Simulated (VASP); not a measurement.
# Relaxed cell volume of cubic SiC from LDA to r2SCAN + rVV10, with and without dispersion terms

The usual rule of thumb says that LDA makes a crystal too small, that PBE makes it too large, and that a dispersion term pulls the cell inward. I test it here on cubic SiC, a stiff covalent semiconductor in which van der Waals forces might be expected to matter little. The volume matters in practice because the band gap, the phonon frequencies and the misfit strain of a SiC film on a substrate all depend on it. For each functional I compare the fully relaxed static cell with the diffraction cell of 10.35 Å³ per atom; a positive error means that the calculated cell is too large. The second question is how much of the error a dispersion term removes, or overturns.

## Systems and settings

The start is the cell of a diffraction database, 10.35 Å³ per atom, whose temperature is that of the entry, mostly ambient. VASP 6.6.1, plane waves with PAW, cutoff 560 eV; cell and atoms fully relaxed at zero pressure at each level, static lattice, no spin polarisation, no spin-orbit coupling. All ran on AMD EPYC 7R43 64-Core Processor (Zen 3), shared with other work, so times are rough. All levels use the PAW data sets made with PBE. Non-spherical gradient terms inside the PAW spheres (LASPH) are on in the rows so marked and off in the others; they change results slightly and raise the cost.

Notes on method and selection:

- The diffraction cell holds zero-point and thermal expansion, typically 0.5 to 2 % in volume at room temperature, which a static relaxation lacks.
- Crystals whose PBE volume lies more than 1.5 % under or 25 % over the diffraction cell, or whose cell differs by over 0.3 % from another measurement, were left out.
- Non-spherical gradient terms in the PAW spheres (LASPH) were on for optB86b-vdW, r2SCAN and r2SCAN + rVV10, and off for LDA, PBE, PBE + TS, PBE + D3(BJ) and BLYP + D3(BJ); where rows differ in this, it bears on volumes and cost.
- Runs that did not converge, have known faults or may not be shown are not listed, and runs on Ansatz's PAW sets soft_1 and soft_2 are kept to separate tables.

Columns:

- volume error (%): relaxed volume relative to the diffraction cell.
- volume (Å³/atom): relaxed volume per atom.
- cost per step (core-s): processor time per ionic step of the relaxation.

Input lines of one member:

```
PREC = Accurate
ENCUT = 560
EDIFF = 1E-06
NELM = 100
ISMEAR = -1
SIGMA = 0.05
LREAL = .FALSE.
ALGO = Normal
GGA = CA
NBANDS = 10
LORBIT = 11
KPAR = 2
IBRION = 2
NSW = 60
ISIF = 3
```

Command (options for logging and memory left out): `mpirun -np 2 vasp_std`

## Data

| member | volume error (%) | volume (Å³/atom) | cost per step (core-s) | remark |
| --- | --- | --- | --- | --- |
| r2SCAN + rVV10 | −0.493 | 10.295 | 60 | LASPH on |
| BLYP + D3(BJ) | −0.761 | 10.267 | 16 |  |
| optB86b-vdW | 1.066 | 10.456 | 36 | LASPH on |
| r2SCAN | ? | ? | 40 |  |
| PBE | 1.452 | 10.496 | 8.3 |  |
| LDA | −1.260 | 10.216 | 7.1 |  |
| PBE + TS | 0.107 | 10.357 | 11 |  |
| PBE + D3(BJ) | −0.702 | 10.273 | 8.6 |  |

Cells marked ? are withheld until the estimate has been made.

## Why the values move as they do

Against the diffraction cell the rule holds. LDA lies at −1.260 % and PBE at +1.452 %, a span of 1.452 + 1.260 = 2.712 %. The gradient correction in PBE favours inhomogeneous densities, which weakens the bonds and lengthens them relative to LDA.

The dispersion terms are not small on this scale. Adding TS to PBE changes the error by 0.107 − 1.452 = −1.345 %, and adding D3(BJ) changes it by −0.702 − 1.452 = −2.154 %. The mechanism is an inward pressure. The pair energy −C₆/R⁶ falls as atoms approach, and the cell shrinks until its elastic resistance balances the pull, so that ΔV/V ≈ −P/B, with P the inward dispersion pressure and B the bulk modulus. Damping weakens the pull between bonded neighbours, but many more distant pairs still contribute. The two corrections differ in their C₆ coefficients and in their damping, which can account for the unequal contractions. The PBE + TS run also ended with a larger residual stress than the others, so I do not lean on its last digits.

The near-zero error of PBE + TS is less flattering than it looks. The diffraction cell contains zero-point and thermal expansion, typically 0.5 to 2 % in volume, so an exact static calculation should give an error between about −0.5 and −2 %. PBE + D3(BJ), BLYP + D3(BJ) and LDA fall in that range, and r2SCAN + rVV10 sits at its upper edge. PBE, optB86b-vdW and PBE + TS remain too large. The width of the range prevents a finer ranking.

A dispersion term therefore does not by itself fix the volume: optB86b-vdW, which has non-local correlation built in, still gives +1.066 %, because the exchange part it is paired with matters as well.

## Estimating the withheld member

Plain estimates from the members shown:

- r2SCAN, mean of the 7 members shown: −0.084 %, standard deviation 0.93

The mean of the seven members, −0.084 %, mixes functionals with quite different exchange, and its standard deviation is 0.93 %. I trust r2SCAN + rVV10 more as a starting point, since it shares the semilocal part of r2SCAN and the LASPH setting. Only the non-local attraction has to be removed, and that should enlarge the cell from −0.493 %.

For the size of the shift I use the PBE pairs as a bound. r2SCAN already describes part of the intermediate-range attraction, and the rVV10 term is damped to suit it, so its contraction should be smaller than the lesser of the two PBE contractions, 1.345 %. This places r2SCAN between −0.493 % and −0.493 + 1.345 = 0.852 %.

Having no tabulated reason to prefer one part of this interval, I take its centre, (−0.493 + 0.852) / 2 = 0.18 %. For an even distribution over the interval the standard deviation is 1.345 / √12 = 0.39 %. The route cannot be tried on another member, because neither BLYP nor optB86b-vdW has a partner without dispersion in the table.

**Committed estimate, r2SCAN: volume error = 0.2 ± 0.4 %.**

## The answer

| member | volume error (%) | volume (Å³/atom) | cost per step (core-s) | remark |
| --- | --- | --- | --- | --- |
| r2SCAN | −0.234 | 10.322 | 40 | LASPH on |

| member | estimate | volume error (%) | computed | estimate − computed | miss in error bars |
| --- | --- | --- | --- | --- | --- |
| r2SCAN | committed | 0.200 | −0.234 | +0.434 | 1.1 |
| r2SCAN | mean | −0.084 | −0.234 | +0.150 |  |

r2SCAN gives −0.234 %, and my 0.2 ± 0.4 % lies 0.434 % too high, just outside its error bar. The plain mean of the other members missed by only 0.150 % and did better.

The bounds held: removing rVV10 enlarges the cell, and by less than the smaller of the two PBE shifts. What failed was taking the centre of the interval, which amounted to assuming a shift of 1.345 / 2 = 0.67 %. The actual change on adding rVV10 is −0.493 − (−0.234) = −0.259 %, against −1.345 % for TS and −2.154 % for D3(BJ) on PBE. LASPH is the same within each of these pairs, so its effect should largely cancel from each shift and is unlikely to explain the difference. The small shift fits a non-local term that is strongly damped at bond distances, because r2SCAN already covers much of the correlation there.

## Where the trend breaks

No member stands far apart from the rest; the series is broad, with PBE at +1.452 % and LDA at −1.260 % as its ends. Both deviations have the sign these functionals usually show in covalent solids: LDA overbinds, and PBE corrects this too far.

The member that departs from the simple picture is optB86b-vdW. At +1.066 % it is the largest cell among the levels with dispersion, and it lies close to plain PBE. Its non-local correlation replaces the semilocal gradient correlation and is paired with its own exchange, so it cannot be read as PBE plus an attraction. Its LASPH setting also differs from that of PBE, but this changes results only slightly and is an unlikely source of an error of this size.

## What the accuracy costs

An ionic step takes 8.3 core-s with PBE and 8.6 core-s with PBE + D3(BJ), so the pair correction shifts the volume by about 2 % at no cost visible above the timing scatter. r2SCAN needs 40 / 8.3 = 4.8 times the PBE time, and r2SCAN + rVV10 60 / 8.3 = 7.2 times, part of which is due to LASPH. For the volume of this crystal alone the extra expense buys no clear advantage over PBE + D3(BJ), given the uncertain thermal and zero-point expansion. optB86b-vdW costs 36 / 8.3 = 4.3 times as much as PBE and still leaves the cell too large.

## Conclusions

For SiC the rule of thumb holds in sign against the uncorrected diffraction cell. On that reference TS removes nearly all of the PBE error, while D3(BJ) reverses its sign. The size of a dispersion shift does not carry over from one functional to another: the three direct pairs run from −0.259 to −2.154 %. The mean of the others came closest for r2SCAN, but with a scatter of 0.93 % among the members so small a miss was partly luck, and it is no evidence that the mean would serve as well for another functional.

In practice, the film and the substrate should be relaxed at the same level. A SiC cell from PBE set on one from r2SCAN would carry a false linear misfit of (10.496 / 10.322)^(1/3) − 1 = 0.0056, or roughly 0.6 %.

The main omitted effect is zero-point and thermal expansion, which would enlarge every calculated cell by roughly 0.5 to 2 %, probably towards the lower end in so stiff a crystal. That is comparable with the scatter among the functionals, so the smallest printed error, 0.107 % for PBE + TS, does not mark the best functional.

[Logs are printed without paths, hosts, clocks, repeated set-up lines and the standing remarks that a program may print on its own settings, such as how far it seeks lower states.]
